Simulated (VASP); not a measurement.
Here is the system:

```xyz
2
Lattice="2.8386 0.0000 0.0000 0.0000 2.8386 0.0000 0.0000 0.0000 3.8574" Properties=species:S:1:pos:R:3 pbc="T T T"
Nb     1.4193     1.4193     1.9287
Ir     0.0000     0.0000     3.8574
```

Level of theory: PBEsol GGA, VASP's PBE PAW potentials (set 64) (plane waves; VASP). Numerical set-up: 400 eV cut-off, Gaussian smearing of 0.050 eV, potentials Nb_sv Ir.

**Question.** Give the energies of bands 5 to 14 at the high-symmetry points, in eV from the Fermi level.

**Answer.** 
```json
[
 {"band": "5", "Γ": "-8.57", "X": "-4.96", "M": "-6.11", "Z": "-6.46", "R": "-6.43", "A": "-4.67"},
 {"band": "6", "Γ": "-5.97", "X": "-3.49", "M": "-6.00", "Z": "-4.71", "R": "-5.54", "A": "-3.70"},
 {"band": "7", "Γ": "-5.55", "X": "-3.47", "M": "-5.38", "Z": "-4.61", "R": "-2.63", "A": "-3.46"},
 {"band": "8", "Γ": "-2.26", "X": "-3.28", "M": "-5.38", "Z": "-2.53", "R": "-2.62", "A": "-3.46"},
 {"band": "9", "Γ": "-2.26", "X": "-1.87", "M": "1.48", "Z": "-2.01", "R": "-2.35", "A": "-2.16"},
 {"band": "10", "Γ": "-0.98", "X": "-1.76", "M": "2.13", "Z": "-1.31", "R": "-0.48", "A": "-2.16"},
 {"band": "11", "Γ": "-0.22", "X": "-1.59", "M": "2.95", "Z": "-1.31", "R": "0.52", "A": "-1.32"},
 {"band": "12", "Γ": "1.52", "X": "-1.00", "M": "2.95", "Z": "0.02", "R": "1.29", "A": "1.49"},
 {"band": "13", "Γ": "3.83", "X": "1.19", "M": "4.36", "Z": "0.94", "R": "1.72", "A": "2.54"},
 {"band": "14", "Γ": "4.54", "X": "2.74", "M": "4.38", "Z": "1.84", "R": "3.62", "A": "6.09"}
]
```

It has no gap at this level: it comes out as a metal or semimetal.

The structure comes from a computed database's NbIr entry (P4/mmm); how it stands against other phases isn't given here. It was relaxed first.
